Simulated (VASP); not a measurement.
# Cd15Te16 (a cell with a defect) in VASP: further runs

One crystal, Cd15Te16 (a cell with a defect), is run at these levels: PBE, HSE06; tasks: relaxation of the atoms, single point.

All numbers are computed with VASP 6.6.1; they aren't measurements. Logs are shortened: lines on timing, memory, paths and dates and some standing lists are left out, and cuts for length are marked.

### Step 1. Starting point

The cell holds a defect, 31 atoms: a = 11.470 Å, b = 11.470 Å, c = 11.470 Å, α = 109.47°, β = 109.47°, γ = 109.47°.

### Step 2. Relaxation of the atoms, PBE, collinear spin, ferromagnetic start

The input, INCAR:

```
SYSTEM = Cd15Te16
PREC     = Normal         ! precision mode
ENCUT    = 450            ! plane-wave cutoff, eV
EDIFF    = 1E-6           ! SCF threshold, eV
ISMEAR   = 0              ! smearing method
SIGMA    = 0.01           ! smearing width, eV
LREAL    = Auto         
LASPH    = .TRUE.         ! aspherical terms in the spheres
NELM     = 150            ! most SCF steps
ALGO     = Normal         ! electronic algorithm
ISIF     = 2              ! what is computed and relaxed
LWAVE    = .FALSE.        ! write WAVECAR
LCHARG   = .FALSE.        ! write CHGCAR
ISPIN    = 2              ! spin polarisation
MAGMOM   = 0 0 0 0 0 0 0 0 0 0 0 0 0 0 0 0.5 0 0 0 0.5 0 0.5 0 0 0 0 0 0 0 0 0.5 ! initial moments
LORBIT   = 11             ! projections on sites
GGA      = PE             ! functional
IBRION   = 2              ! ionic algorithm
NSW      = 70             ! ionic steps
EDIFFG   = -0.025         ! ionic threshold
AMIX     = 0.2          
BMIX     = 1E-4         
AMIX_MAG = 0.8          
BMIX_MAG = 1E-4         
ICORELEVEL= 1            
NELECT   = 278.0        
ISYM     = 0            
LUSENCCL = .FALSE.
```

The input, KPOINTS:

```
regular mesh
0
Monkhorst
  2 2 2
  0 0 0
```

The input, POSCAR:

```
Cd15Te16
1.0
    6.6222820000      6.6222820000      6.6222820000
   -6.6222820000     -6.6222820000      6.6222820000
    6.6222820000     -6.6222820000     -6.6222820000
Cd Te
15 16
Direct
    0.2500000000      0.0000000000      0.7500000000
    0.0000000000      0.5000000000      0.5000000000
    0.2500000000      0.2500000000      0.5000000000
    0.5000000000      0.0000000000      0.5000000000
    0.5000000000      0.7500000000      0.7500000000
    0.7500000000      0.5000000000      0.7500000000
    0.0000000000      0.0000000000      0.0000000000
    0.0000000000      0.7500000000      0.2500000000
    0.2500000000      0.5000000000      0.2500000000
    0.5000000000      0.2500000000      0.2500000000
    0.7500000000      0.0000000000      0.2500000000
    0.7500000000      0.7500000000      0.5000000000
    0.2500000000      0.7500000000      0.0000000000
    0.5000000000      0.5000000000      0.0000000000
    0.7500000000      0.2500000000      0.0000000000
    0.2416566200      0.2468155300      0.7498959800
    0.5000000000      0.0000000000      0.7500000000
    0.2500000000      0.5000000000      0.5000000000
    0.5000000000      0.2500000000      0.5000000000
    0.7447953500      0.9997400000      0.4917598600
    0.7500000000      0.7500000000      0.7500000000
    0.9922030800      0.4924200200      0.7453717100
    0.2500000000      0.0000000000      0.0000000000
    0.2500000000      0.7500000000      0.2500000000
    0.5000000000      0.5000000000      0.2500000000
    0.7500000000      0.2500000000      0.2500000000
    0.0000000000      0.0000000000      0.2500000000
    0.0000000000      0.7500000000      0.5000000000
    0.5000000000      0.7500000000      0.0000000000
    0.7500000000      0.5000000000      0.0000000000
    0.9991871200      0.2508772100      0.0021716600
```

Potentials or basis: VASP PAW PBE potentials, release 64 (Cd, Te).

Started as:

```console
cat potpaw_PBE.64/Cd/POTCAR potpaw_PBE.64/Te/POTCAR > POTCAR
mpirun -np 1 vasp_std > vasp.out
```

OUTCAR:

```text
SYSTEM = Cd15Te16
   PREC = Normal
   ENCUT = 450
   EDIFF = 1E-6
   ISMEAR = 0
   LREAL = Auto
   LASPH = .TRUE.
   NELM = 150
   ISIF = 2
   ISPIN = 2
   LORBIT = 11
   GGA = PE
   IBRION = 2
   NSW = 70
   EDIFFG = -0.025
   AMIX = 0.2
   AMIX_MAG = 0.8
   NELECT = 278.0
   ISYM = 0

 ion  position               nearest neighbor table
   1  0.250  0.000  0.750-  16 2.86  17 2.87  23 2.87  28 2.87
   2  0.000  0.500  0.500-  18 2.87  26 2.87  28 2.87  22 2.87
   3  0.250  0.250  0.500-  18 2.87  19 2.87  27 2.87  16 2.91
   4  0.500  0.000  0.500-  20 2.84  19 2.87  17 2.87  24 2.87
   5  0.500  0.750  0.750-  17 2.87  18 2.87  21 2.87  29 2.87
   6  0.750  0.500  0.750-  22 2.83  21 2.87  19 2.87  30 2.87
   7  0.000  0.000  0.000-  21 2.87  23 2.87  27 2.87  31 2.87
   8  0.000  0.750  0.250-  24 2.87  27 2.87  28 2.87  30 2.87
   9  0.250  0.500  0.250-  31 2.86  24 2.87  25 2.87  18 2.87
  10  0.500  0.250  0.250-  19 2.87  23 2.87  25 2.87  26 2.87
  11  0.750  0.000  0.250-  20 2.79  26 2.87  27 2.87  29 2.87
  12  0.750  0.750  0.500-  21 2.87  25 2.87  28 2.87  20 2.92
  13  0.250  0.750  0.000-  23 2.87  24 2.87  29 2.87  22 2.94
  14  0.500  0.500  0.000-  25 2.87  29 2.87  30 2.87  16 2.91
  15  0.750  0.250  0.000-  31 2.85  26 2.87  30 2.87  17 2.87
  16  0.242  0.247  0.750-   1 2.86   3 2.91  14 2.91
  17  0.500  0.000  0.750-   1 2.87   4 2.87   5 2.87  15 2.87
  18  0.250  0.500  0.500-   2 2.87   3 2.87   5 2.87   9 2.87
  19  0.500  0.250  0.500-   3 2.87   4 2.87   6 2.87  10 2.87
  20  0.745  1.000  0.492-  11 2.79   4 2.84  12 2.92
  21  0.750  0.750  0.750-   5 2.87   6 2.87   7 2.87  12 2.87
  22  0.992  0.492  0.745-   6 2.83   2 2.87  13 2.94
  23  0.250  0.000  0.000-   1 2.87   7 2.87  10 2.87  13 2.87
  24  0.250  0.750  0.250-   4 2.87   8 2.87   9 2.87  13 2.87
  25  0.500  0.500  0.250-   9 2.87  10 2.87  12 2.87  14 2.87
  26  0.750  0.250  0.250-   2 2.87  10 2.87  11 2.87  15 2.87
  27  0.000  0.000  0.250-   3 2.87   7 2.87   8 2.87  11 2.87
  28  0.000  0.750  0.500-   1 2.87   2 2.87   8 2.87  12 2.87
  29  0.500  0.750  0.000-   5 2.87  11 2.87  13 2.87  14 2.87
  30  0.750  0.500  0.000-   6 2.87   8 2.87  14 2.87  15 2.87
  31  0.999  0.251  0.002-  15 2.85   9 2.86   7 2.87

IMPORTANT INFORMATION: All symmetrisations will be switched off!
NOSYMM: (Re-)initialisation of all symmetry stuff for point group C_1.

----------------------------------------------------------------------------------------

                                     Primitive cell

  volume of cell :    1161.6706

  direct lattice vectors                    reciprocal lattice vectors
     6.622282000  6.622282000  6.622282000     0.075502674  0.000000000  0.075502674
    -6.622282000 -6.622282000  6.622282000     0.000000000 -0.075502674  0.075502674
     6.622282000 -6.622282000 -6.622282000     0.075502674 -0.075502674  0.000000000
[... 523 lines left out ...]
       3d   -387.9199  4s   -100.3709  4p    -61.4304
   5-  1s -26514.2271  2s  -3931.3947  2p  -3526.6496  3s   -728.2714  3p   -595.5606
       3d   -388.0108  4s   -100.4628  4p    -61.5224
   6-  1s -26514.1375  2s  -3931.3047  2p  -3526.5597  3s   -728.1807  3p   -595.4699
       3d   -387.9202  4s   -100.3710  4p    -61.4305
   7-  1s -26514.1386  2s  -3931.3056  2p  -3526.5606  3s   -728.1816  3p   -595.4708
       3d   -387.9211  4s   -100.3719  4p    -61.4314
   8-  1s -26514.2282  2s  -3931.3964  2p  -3526.6513  3s   -728.2732  3p   -595.5625
       3d   -388.0127  4s   -100.4649  4p    -61.5245
   9-  1s -26514.1390  2s  -3931.3061  2p  -3526.5611  3s   -728.1821  3p   -595.4713
[... 31 lines left out ...]
  25-  1s -31613.5465  2s  -4841.1252  2p  -4344.5214  3s   -957.3351  3p   -795.9930
       3d   -552.2440  4s   -156.8298  4p   -106.8672  4d    -34.1847
  26-  1s -31613.5484  2s  -4841.1269  2p  -4344.5231  3s   -957.3366  3p   -795.9945
       3d   -552.2456  4s   -156.8309  4p   -106.8683  4d    -34.1856
  27-  1s -31613.5490  2s  -4841.1275  2p  -4344.5237  3s   -957.3374  3p   -795.9952
       3d   -552.2463  4s   -156.8318  4p   -106.8691  4d    -34.1865
  28-  1s -31613.5489  2s  -4841.1274  2p  -4344.5236  3s   -957.3372  3p   -795.9950
       3d   -552.2461  4s   -156.8315  4p   -106.8689  4d    -34.1862
  29-  1s -31613.5472  2s  -4841.1257  2p  -4344.5219  3s   -957.3356  3p   -795.9934
       3d   -552.2445  4s   -156.8301  4p   -106.8674  4d    -34.1848
  30-  1s -31613.5480  2s  -4841.1267  2p  -4344.5229  3s   -957.3368  3p   -795.9946
       3d   -552.2456  4s   -156.8316  4p   -106.8690  4d    -34.1865
  31-  1s -31613.2241  2s  -4840.8002  2p  -4344.1969  3s   -957.0081  3p   -795.6660
       3d   -551.9171  4s   -156.5007  4p   -106.5382  4d    -33.8579

 E-fermi :   1.6075     XC(G=0):  -8.2419

 val. band max:        1.5189279120   @ k =   0.2500   0.2500   0.2500
 cond. band min:       3.5234955331   @ k =   0.2500   0.2500   0.2500
 fundamental gap:      2.0045676212
 Fermi energy:         1.6075245386

 spin component 1

 k-point     1 :       0.2500    0.2500    0.2500
  band No.  band energies     occupation
      1      -8.9592      1.00000
      2      -8.9586      1.00000
      3      -8.9566      1.00000
      4      -8.8850      1.00000
      5      -8.7621      1.00000
      6      -8.7611      1.00000
[... 605 lines left out ...]
    150       4.7360      0.00000
    151       4.7680      0.00000
 Fermi energy:         1.6075245386

 spin component 2

 k-point     1 :       0.2500    0.2500    0.2500
  band No.  band energies     occupation
      1      -8.9592      1.00000
      2      -8.9586      1.00000
      3      -8.9566      1.00000
      4      -8.8850      1.00000
      5      -8.7621      1.00000
      6      -8.7611      1.00000
[... 605 lines left out ...]
    150       4.7360      0.00000
    151       4.7680      0.00000
 [bands above 151 left out]

------------------------ aborting loop because EDIFF is reached ----------------------------------------

  FORCE on cell =-STRESS in cart. coord.  units (eV):
  Direction    XX          YY          ZZ          XY          YZ          ZX
  --------------------------------------------------------------------------------------
  -------------------------------------------------------------------------------------
  Total        8.4002078      8.5110716      8.4189402     -0.0086618     -0.1051522      0.0512889
  in kB       11.5855755     11.7384789     11.6114111     -0.0119463     -0.1450260      0.0707376
  external PRESSURE =      11.6451552 kB  Pullay stress =       0.0000000 kB
[... 46 lines left out ...]
  FREE ENERGIE OF THE ION-ELECTRON SYSTEM (eV)
  ---------------------------------------------------
  free  energy   TOTEN  =       -70.4971588935 eV

  energy  without entropy=      -70.4971588935  energy(sigma->0) =      -70.49715889

 reached required accuracy - stopping structural energy minimisation

 total charge

# of ion       s       p       d       tot
------------------------------------------
    1        0.470   0.280   9.534  10.284
    2        0.470   0.279   9.534  10.282
    3        0.470   0.279   9.534  10.282
    4        0.470   0.280   9.534  10.284
    5        0.468   0.282   9.534  10.284
    6        0.470   0.279   9.534  10.283
[... 23 lines left out ...]
   30        1.357   2.038   0.016   3.411
   31        1.372   2.009   0.017   3.399
--------------------------------------------------
tot         28.815  36.689 143.271 208.775

 magnetization (x)

# of ion       s       p       d       tot
------------------------------------------
    1       -0.000  -0.000   0.000  -0.000
    2       -0.000   0.000   0.000   0.000
    3        0.000  -0.000   0.000  -0.000
    4       -0.000  -0.000   0.000  -0.000
    5        0.000   0.000  -0.000   0.000
    6       -0.000  -0.000   0.000  -0.000
[... 23 lines left out ...]
   30        0.000   0.000  -0.000   0.000
   31       -0.000  -0.000   0.000  -0.000
--------------------------------------------------
tot         -0.000   0.000   0.000   0.000
```

OSZICAR:

```text
N       E                     dE             d eps       ncg     rms          rms(c)
DAV:   1     0.170512015742E+04    0.17051E+04   -0.11245E+05  2680   0.128E+03
DAV:   2     0.404513782102E+02   -0.16647E+04   -0.16196E+04  2992   0.317E+02
DAV:   3    -0.721448080308E+02   -0.11260E+03   -0.11179E+03  3016   0.803E+01
[... 272 lines left out ...]
  35 F= -.70497093E+02 E0= -.70497093E+02  d E =-.547235E-04  mag=     0.0000
       N       E                     dE             d eps       ncg     rms          rms(c)
DAV:   1    -0.704971311840E+02   -0.37953E-04   -0.35643E-02  2686   0.436E-01    0.377E-02
DAV:   2    -0.704971588705E+02   -0.27686E-04   -0.30348E-04  2952   0.420E-02    0.100E-02
DAV:   3    -0.704971588935E+02   -0.22972E-07   -0.51616E-06  2496   0.607E-03
  36 F= -.70497159E+02 E0= -.70497159E+02  d E =-.656190E-04  mag=    -0.0000
```

Run time: 1.7 h. Hardware: 1 × NVIDIA H100 80GB with 1 thread of AMD EPYC 7R13 (Zen 3), shared host; peak memory 2 GiB.

What came out:

```yaml
Free_energy: -70.4972 eV
Energy_gained_by_relaxing: 13.6 meV/atom
Ionic_steps: 36
Largest_force_after_relaxing: 0.025 eV/Å
Net_moment: 0.00 μB per cell
Valence_electrons_inside_the_program's_atomic_spheres: Cd 10.28, 10.29; Te 3.40, 3.41
```

Forces on the atoms (eV/Å):
```
Cd   0.002  0.002  0.001
Cd   0.006 -0.002 -0.003
Cd  -0.003  0.000  0.006
Cd   0.001  0.000  0.005
Cd   0.002  0.003  0.000
Cd  -0.001 -0.005  0.003
Cd   0.001  0.000  0.009
Cd   0.002 -0.006  0.002
Cd   0.001 -0.001  0.002
Cd   0.002 -0.001  0.001
Cd   0.003 -0.003 -0.003
Cd   0.001 -0.001  0.000
Cd   0.002 -0.001  0.000
Cd   0.002 -0.003  0.000
Cd  -0.003 -0.010 -0.002
Te  -0.012 -0.015  0.003
Te   0.010 -0.001 -0.006
Te  -0.001  0.003  0.015
Te  -0.004  0.004  0.005
Te   0.003  0.003 -0.017
Te   0.006  0.021  0.005
Te  -0.006 -0.016  0.001
Te  -0.006 -0.005 -0.003
Te  -0.006  0.002 -0.003
Te  -0.008  0.002 -0.007
Te   0.008 -0.001  0.007
Te  -0.007  0.008 -0.013
Te   0.012  0.003  0.000
Te  -0.023  0.004 -0.009
Te   0.015  0.008 -0.004
Te   0.001  0.005  0.005
```

Step by step:
```csv
step,energy change (eV),largest force (eV/Å),pressure (GPa)
1,0.0000,0.5614,1.45
2,-0.1100,0.4073,1.41
3,-0.2311,0.3483,1.51
4,-0.2688,0.3472,1.43
5,-0.3191,0.3065,1.43
6,-0.3448,0.3417,1.41
7,-0.3655,0.2504,1.30
8,-0.3819,0.2724,1.23
9,-0.3803,0.2465,1.08
10,-0.3889,0.2517,1.18
11,-0.4031,0.1608,1.18
12,-0.4123,0.1329,1.18
13,-0.4110,0.1311,1.22
14,-0.4151,0.0835,1.21
15,-0.4175,0.0578,1.19
16,-0.4178,0.0528,1.19
17,-0.4178,0.0498,1.18
18,-0.4188,0.0367,1.18
19,-0.4189,0.0619,1.18
20,-0.4195,0.0377,1.19
21,-0.4195,0.0382,1.19
22,-0.4199,0.0470,1.19
23,-0.4200,0.0447,1.19
24,-0.4199,0.0477,1.18
25,-0.4200,0.0502,1.18
26,-0.4202,0.0502,1.17
27,-0.4203,0.0503,1.17
28,-0.4206,0.0308,1.17
29,-0.4206,0.0334,1.16
30,-0.4207,0.0319,1.16
31,-0.4207,0.0276,1.16
32,-0.4208,0.0479,1.17
33,-0.4208,0.0422,1.16
34,-0.4209,0.0406,1.16
35,-0.4209,0.0368,1.16
36,-0.4209,0.0249,1.16
```

Final structure:
```
CELL_PARAMETERS angstrom
6.62228 6.62228 6.62228
-6.62228 -6.62228 6.62228
6.62228 -6.62228 -6.62228
ATOMIC_POSITIONS crystal
Cd 0.25372 0.01253 0.75004
Cd 0.99940 0.50389 0.51315
Cd 0.25299 0.25020 0.51324
Cd 0.50774 0.99576 0.49557
Cd 0.49963 0.75020 0.75063
Cd 0.76248 0.50440 0.74971
Cd 0.99986 0.01330 0.00360
Cd 0.99945 0.74999 0.24923
Cd 0.23655 0.48673 0.24070
Cd 0.50008 0.24961 0.25046
Cd 0.74507 0.99543 0.25758
Cd 0.74570 0.75836 0.49526
Cd 0.23580 0.74031 0.98648
Cd 0.49009 0.48582 0.98669
Cd 0.76276 0.25030 0.00338
Te 0.22829 0.24891 0.74990
Te 0.50145 0.00168 0.74981
Te 0.24754 0.49852 0.50014
Te 0.50095 0.25004 0.50216
Te 0.76823 0.01889 0.51841
Te 0.75113 0.75236 0.74961
Te 0.99886 0.47825 0.74985
Te 0.24809 0.99981 0.99829
Te 0.24898 0.74759 0.24759
Te 0.49732 0.49884 0.24772
Te 0.75157 0.24973 0.25131
Te 0.99916 0.00174 0.25135
Te 0.99975 0.75173 0.50113
Te 0.49653 0.74653 0.99982
Te 0.74934 0.49829 0.99774
Te 0.99934 0.25012 0.97864
```

Levels at points of the mesh, in eV from the valence-band top:
Spin up:
| k point | band 136 | band 137 | band 138 | band 139 | band 140 | band 141 | band 142 | band 143 |
| --- | --- | --- | --- | --- | --- | --- | --- | --- |
| (0.25, 0.25, 0.25) | -0.23 | -0.01 | -0.01 | 0.00 | 2.00 | 2.01 | 2.01 | 2.25 |
Spin down:
```tsv
k point	band 136	band 137	band 138	band 139	band 140	band 141	band 142	band 143
(0.25, 0.25, 0.25)	-0.23	-0.01	-0.01	0.00	2.00	2.01	2.01	2.25
```

Core levels (eV, on the scale of the bands):
| atom | levels |
| --- | --- |
| 1 Cd | 1s -26514.1, 2s -3931.3, 2p -3526.6, 3s -728.2, 3p -595.5, 3d -387.9, 4s -100.4, 4p -61.4 |
| 2 Cd | 1s -26514.1, 2s -3931.3, 2p -3526.6, 3s -728.2, 3p -595.5, 3d -387.9, 4s -100.4, 4p -61.4 |
| 3 Cd | 1s -26514.1, 2s -3931.3, 2p -3526.6, 3s -728.2, 3p -595.5, 3d -387.9, 4s -100.4, 4p -61.4 |
| 4 Cd | 1s -26514.1, 2s -3931.3, 2p -3526.6, 3s -728.2, 3p -595.5, 3d -387.9, 4s -100.4, 4p -61.4 |
| 5 Cd | 1s -26514.2, 2s -3931.4, 2p -3526.6, 3s -728.3, 3p -595.6, 3d -388.0, 4s -100.5, 4p -61.5 |
| 6 Cd | 1s -26514.1, 2s -3931.3, 2p -3526.6, 3s -728.2, 3p -595.5, 3d -387.9, 4s -100.4, 4p -61.4 |

Caveat: the cell is charged against a uniform background, so pressure and absolute levels hang on convention.

[end of part 1 of 2]
